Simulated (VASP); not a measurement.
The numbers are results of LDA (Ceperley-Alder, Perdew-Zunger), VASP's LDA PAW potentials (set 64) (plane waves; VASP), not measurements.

The input files of a VASP run:

POSCAR:
```
AgCl
1
    0.0000000000     2.7298725084     2.7298725084
    2.7298725084     0.0000000000     2.7298725084
    2.7298725084     2.7298725084     0.0000000000
Ag Cl
1 1
Direct
  0.0000000000   0.0000000000   0.0000000000
  0.5000000000   0.5000000000   0.5000000000
```

**KPOINTS**
```
K-points
0
G
  9 9 9
```

**INCAR**
```
ALGO  =  Normal
EDIFF  =  1E-7
ENCUT  =  520
ISIF  =  2
ISMEAR  =  0
LASPH  =  .TRUE.
LCHARG  =  .FALSE.
LMAXMIX  =  4
LREAL  =  .FALSE.
LWAVE  =  .FALSE.
NELM  =  100
PREC  =  Accurate
SIGMA  =  0.05
SYSTEM  =  AgCl
```

POTCAR, in this order: Ag Cl (LDA.64 set). Program: vasp_std.

What VASP printed:

**OSZICAR**
```
       N       E                     dE             d eps       ncg     rms          rms(c)
DAV:   1     0.103700060611E+03    0.10370E+03   -0.88457E+03   926   0.125E+03
DAV:   2    -0.245161313226E+01   -0.10615E+03   -0.99603E+02  1055   0.261E+02
DAV:   3    -0.688875678174E+01   -0.44371E+01   -0.44206E+01  1070   0.567E+01
DAV:   4    -0.692530258105E+01   -0.36546E-01   -0.36540E-01  1040   0.575E+00
DAV:   5    -0.692580301484E+01   -0.50043E-03   -0.50043E-03  1050   0.682E-01    0.754E+00
DAV:   6    -0.677640850091E+01    0.14939E+00   -0.32336E-01  1012   0.823E+00    0.497E+00
DAV:   7    -0.677007815402E+01    0.63303E-02   -0.69534E-02   925   0.214E+00    0.207E+00
DAV:   8    -0.676761382130E+01    0.24643E-02   -0.44175E-03   985   0.746E-01    0.267E-01
DAV:   9    -0.676752030071E+01    0.93521E-04   -0.41393E-04  1060   0.306E-01    0.384E-02
DAV:  10    -0.676752744378E+01   -0.71431E-05   -0.22467E-05   978   0.492E-02    0.104E-02
DAV:  11    -0.676752808418E+01   -0.64040E-06   -0.78740E-07  1055   0.853E-03    0.193E-03
DAV:  12    -0.676752804243E+01    0.41746E-07   -0.16240E-07   729   0.419E-03
   1 F= -.67675280E+01 E0= -.67675280E+01  d E =-.178294E-14
```

File OUTCAR:
```
------------------------ aborting loop because EDIFF is reached ----------------------------------------
  FORCE on cell =-STRESS in cart. coord.  units (eV):
  Direction    XX          YY          ZZ          XY          YZ          ZX
  --------------------------------------------------------------------------------------
  Total       -0.8865429     -0.8865429     -0.8865429      0.0000000      0.0000000      0.0000000
  in kB      -34.9102740    -34.9102740    -34.9102740      0.0000000      0.0000000      0.0000000
  external PRESSURE =     -34.9102740 kB  Pullay stress =       0.0000000 kB
  volume of cell :       40.69
      direct lattice vectors                 reciprocal lattice vectors
     0.000000000  2.729872508  2.729872508    -0.183158737  0.183158737  0.183158737
     2.729872508  0.000000000  2.729872508     0.183158737 -0.183158737  0.183158737
     2.729872508  2.729872508  0.000000000     0.183158737  0.183158737 -0.183158737
  FREE ENERGIE OF THE ION-ELECTRON SYSTEM (eV)
  ---------------------------------------------------
  free  energy   TOTEN  =        -6.7675280424 eV

  energy  without entropy=       -6.7675280424  energy(sigma->0) =       -6.76752804
```
(Selected blocks of OUTCAR.)

**OUTCAR**
```
 val. band max:        4.1477603564   @ k =   0.4444   0.0000   0.0000

 cond. band min:       4.8398573383   @ k =   0.0000   0.0000   0.0000


 Fermi energy:         4.4056024884

 k-point     1 :       0.0000    0.0000    0.0000
  band No.  band energies     occupation
      1     -11.1753      2.00000
      2       1.4740      2.00000
      3       1.4740      2.00000
      4       1.4740      2.00000
      5       1.5158      2.00000
      6       1.5158      2.00000
      7       1.6985      2.00000
      8       1.6985      2.00000
      9       1.6985      2.00000
     10       4.8399      0.00000
     11      14.9276      0.00000
     12      14.9276      0.00000
     13      14.9276      0.00000

 k-point     2 :       0.1111    0.0000    0.0000
  band No.  band energies     occupation
      1     -11.1185      2.00000
      2       0.8690      2.00000
      3       0.8936      2.00000
      4       0.8936      2.00000
      5       1.5248      2.00000
      6       1.5248      2.00000
      7       1.7984      2.00000
      8       2.3822      2.00000
      9       2.3822      2.00000
     10       5.4730      0.00000
     11      13.6683      0.00000
     12      14.6732      0.00000
     13      14.6732      0.00000

 k-point     3 :       0.2222    0.0000    0.0000
  band No.  band energies     occupation
      1     -10.9690      2.00000
      2      -0.1343      2.00000
      3       0.3179      2.00000
      4       0.3179      2.00000
      5       1.6461      2.00000
      6       1.6461      2.00000
      7       1.9296      2.00000
      8       3.1351      2.00000
      9       3.1351      2.00000
     10       6.6778      0.00000
     11      12.1170      0.00000
     12      13.5141      0.00000
     13      13.5141      0.00000

 k-point     4 :       0.3333    0.0000    0.0000
  band No.  band energies     occupation
      1     -10.7876      2.00000
      2      -0.9917      2.00000
      3      -0.0896      2.00000
...
```

The compound is AgCl in the rock salt structure. This cell is one point of a volume scan, at 1.06 of the reference volume.
